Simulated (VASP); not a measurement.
Given:

```yaml
crystal:
  lattice:
    - [0.00000, 2.84087, 2.84087]
    - [2.84087, 0.00000, 2.84087]
    - [2.84087, 2.84087, 0.00000]
  atoms:
    - { symbol: Li, position: [0.25000, 0.25000, 0.25000] }
    - { symbol: Li, position: [0.75000, 0.75000, 0.75000] }
    - { symbol: S, position: [0.00000, 0.00000, 0.00000] }
```

Computed with optB86b-vdW, VASP's PBE PAW potentials (set 64) (plane waves; VASP 6.6.1). Run with 520 eV cut-off, 8×8×8 Γ-centred mesh, tetrahedra with Blöchl corrections, potentials Li_sv S.

Question: What does the run give for the energy per atom (σ→0), band gap (on the k-mesh) with the smallest direct gap where there is one?

Answer: 
The band gap (on the k-mesh) is 3.38 eV and the smallest direct gap (on the k-mesh) is 4.34 eV. The energy per atom (σ→0) is -2964 meV/atom.

Total energies compare only between runs with the same potentials, cut-off and functional.

The compound is Li2S in the antifluorite structure. It was relaxed first.
